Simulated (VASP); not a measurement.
Input for VASP

POSCAR:
```
Ba
1
   -2.5100000000     2.5100000000     2.5100000000
    2.5100000000    -2.5100000000     2.5100000000
    2.5100000000     2.5100000000    -2.5100000000
Ba
1
Direct
  0.0000000000   0.0000000000   0.0000000000
```

INCAR:
```
SYSTEM = Ba
PREC = Accurate
ENCUT = 400
EDIFF = 1E-6
NELM = 60
ALGO = VeryFast
LREAL = .FALSE.
LASPH = .TRUE.
ISMEAR = 1
SIGMA = 0.1
GGA = PE
LMAXMIX = 4
LWAVE = .FALSE.
LCHARG = .FALSE.
ISIF = 2
NELMDL = -1
```

**KPOINTS**
```
Automatic mesh
0
Gamma
8 8 8
0 0 0
```

POTCAR, in this order: Ba_sv (PBE.64 set). Program: vasp_std.

Output

standard output:
```
...
RMM:  21     0.372127342635E+03   -0.21597E+00   -0.25279E+00  1027   0.300E+01    0.114E+01
RMM:  22     0.372006339131E+03   -0.12100E+00   -0.11727E+00  1036   0.291E+01    0.128E+01
RMM:  23     0.371884734595E+03   -0.12160E+00   -0.14526E+00  1029   0.282E+01    0.145E+01
RMM:  24     0.371689967201E+03   -0.19477E+00   -0.24281E+00  1028   0.274E+01    0.157E+01
RMM:  25     0.371628459441E+03   -0.61508E-01   -0.67160E-01  1042   0.267E+01    0.169E+01
RMM:  26     0.371498673429E+03   -0.12979E+00   -0.16341E+00  1026   0.260E+01    0.183E+01
RMM:  27     0.371459108535E+03   -0.39565E-01    0.11850E-01  1038   0.253E+01    0.203E+01
RMM:  28     0.371369595496E+03   -0.89513E-01   -0.10221E+00  1038   0.248E+01    0.213E+01
RMM:  29     0.371340586255E+03   -0.29009E-01   -0.28635E-01  1042   0.243E+01    0.223E+01
RMM:  30     0.371258566583E+03   -0.82020E-01   -0.79910E-01  1042   0.237E+01    0.234E+01
RMM:  31     0.371214075126E+03   -0.44491E-01   -0.49738E-01  1041   0.232E+01    0.244E+01
RMM:  32     0.371085662023E+03   -0.12841E+00   -0.13312E+00  1042   0.227E+01    0.256E+01
RMM:  33     0.371080519690E+03   -0.51423E-02   -0.38909E-02  1042   0.223E+01    0.267E+01
RMM:  34     0.371068062184E+03   -0.12458E-01   -0.33701E-01  1038   0.218E+01    0.273E+01
RMM:  35     0.371121338634E+03    0.53276E-01    0.67595E-01  1034   0.214E+01    0.281E+01
RMM:  36     0.371218365709E+03    0.97027E-01    0.10548E+00  1038   0.210E+01    0.290E+01
RMM:  37     0.371266461287E+03    0.48096E-01    0.34495E-01  1038   0.207E+01    0.297E+01
RMM:  38     0.371348005641E+03    0.81544E-01    0.78467E-01  1038   0.203E+01    0.301E+01
RMM:  39     0.371392566015E+03    0.44560E-01    0.35845E-01  1040   0.200E+01    0.306E+01
RMM:  40     0.371441451694E+03    0.48886E-01    0.31378E-01  1037   0.196E+01    0.311E+01
RMM:  41     0.371476899946E+03    0.35448E-01    0.46896E-01  1036   0.193E+01    0.312E+01
RMM:  42     0.371523210082E+03    0.46310E-01    0.39283E-01  1039   0.190E+01    0.315E+01
RMM:  43     0.371546764410E+03    0.23554E-01   -0.18912E-01  1034   0.187E+01    0.315E+01
RMM:  44     0.371597701176E+03    0.50937E-01   -0.76907E-01  1019   0.185E+01    0.320E+01
RMM:  45     0.371592303433E+03   -0.53977E-02    0.33756E-01  1032   0.182E+01    0.323E+01
RMM:  46     0.371593568167E+03    0.12647E-02   -0.43420E-01  1037   0.179E+01    0.324E+01
RMM:  47     0.371645845337E+03    0.52277E-01   -0.12004E+00  1017   0.177E+01    0.344E+01
RMM:  48     0.371595587369E+03   -0.50258E-01    0.60689E-01  1020   0.175E+01    0.346E+01
RMM:  49     0.371482815487E+03   -0.11277E+00    0.14695E+00  1017   0.173E+01    0.349E+01
RMM:  50     0.371564363182E+03    0.81548E-01    0.92223E-01  1035   0.170E+01    0.352E+01
RMM:  51     0.371641203383E+03    0.76840E-01   -0.12898E-01  1028   0.167E+01    0.352E+01
RMM:  52     0.371251231961E+03   -0.38997E+00    0.29719E+00  1015   0.170E+01    0.355E+01
RMM:  53     0.371437638007E+03    0.18641E+00    0.18925E+00  1025   0.165E+01    0.358E+01
RMM:  54     0.371595230301E+03    0.15759E+00    0.10125E+00  1041   0.162E+01    0.360E+01
RMM:  55     0.371715766929E+03    0.12054E+00    0.88810E-01  1042   0.160E+01    0.364E+01
RMM:  56     0.371743060469E+03    0.27294E-01    0.23940E-01  1043   0.158E+01    0.370E+01
RMM:  57     0.371947228604E+03    0.20417E+00   -0.77167E-01  1015   0.157E+01    0.359E+01
RMM:  58     0.371967087605E+03    0.19859E-01   -0.68221E-01  1019   0.154E+01    0.358E+01
RMM:  59     0.372026190778E+03    0.59103E-01   -0.58529E-01  1015   0.151E+01    0.359E+01
RMM:  60     0.372046560298E+03    0.20370E-01   -0.40097E-01  1033   0.149E+01

 -----------------------------------------------------------------------------
|                                                                             |
|           W    W    AA    RRRRR   N    N  II  N    N   GGGG   !!!           |
|           W    W   A  A   R    R  NN   N  II  NN   N  G    G  !!!           |
|           W    W  A    A  R    R  N N  N  II  N N  N  G       !!!           |
|           W WW W  AAAAAA  RRRRR   N  N N  II  N  N N  G  GGG   !            |
|           WW  WW  A    A  R   R   N   NN  II  N   NN  G    G                |
|           W    W  A    A  R    R  N    N  II  N    N   GGGG   !!!           |
|                                                                             |
|     The electronic self-consistency was not achieved in the given           |
|     number of steps (NELM). The forces and other quantities evaluated       |
|     might not be reliable so examine the results carefully. If you find     |
|     spurious results, we suggest increasing NELM, if you were close to      |
|     convergence or switching to a different ALGO or adjusting the           |
|     density mixing parameters otherwise.                                    |
|                                                                             |
 -----------------------------------------------------------------------------

   1 F= 0.37204656E+03 E0= 0.37204692E+03  d E =-.107765E-02
```

File OUTCAR:
```
------------------------ aborting loop EDIFF was not reached (unconverged)  ----------------------------
  FORCE on cell =-STRESS in cart. coord.  units (eV):
  Direction    XX          YY          ZZ          XY          YZ          ZX
  --------------------------------------------------------------------------------------
  Total       73.7695826     73.7695826     73.7695826     -0.0000000      0.0000000      0.0000000
  in kB     1868.5587322   1868.5587322   1868.5587322     -0.0000000      0.0000000      0.0000000
  external PRESSURE =    1868.5587322 kB  Pullay stress =       0.0000000 kB
  volume of cell :       63.25
      direct lattice vectors                 reciprocal lattice vectors
    -2.510000000  2.510000000  2.510000000     0.000000000  0.199203187  0.199203187
     2.510000000 -2.510000000  2.510000000     0.199203187  0.000000000  0.199203187
     2.510000000  2.510000000 -2.510000000     0.199203187  0.199203187  0.000000000
 POSITION                                       TOTAL-FORCE (eV/Angst)
 -----------------------------------------------------------------------------------
      0.00000      0.00000      0.00000        -0.000000      0.000000      0.000000
 -----------------------------------------------------------------------------------
    total drift:                               -0.000000     -0.000000     -0.000000
  FREE ENERGIE OF THE ION-ELECTRON SYSTEM (eV)
  ---------------------------------------------------
  free  energy   TOTEN  =       372.0465602981 eV

  energy  without entropy=      372.0476379462  energy(sigma->0) =      372.04691951
```
(Selected blocks of OUTCAR.)

### Question
Read the log: what went wrong, and how is it fixed?

### Answer
The cause: ALGO = VeryFast starts from random orbitals with almost no delay (NELMDL = -1). The run did not converge; its last values are not results. Against the sound run, the energy per atom (σ→0) rises by 373.959 eV/atom; the pressure goes up by 186.87 GPa. To mend it, set ALGO = Normal, remove NELMDL.

The mended run (PBE GGA, plane waves, VASP's PBE PAW potentials (set 64)) converges, and its OSZICAR ends with
```
   1 F= -.19122045E+01 E0= -.19121126E+01  d E =-.275761E-03
```

The compound is Ba in the bcc structure. The cell was not relaxed at this level.
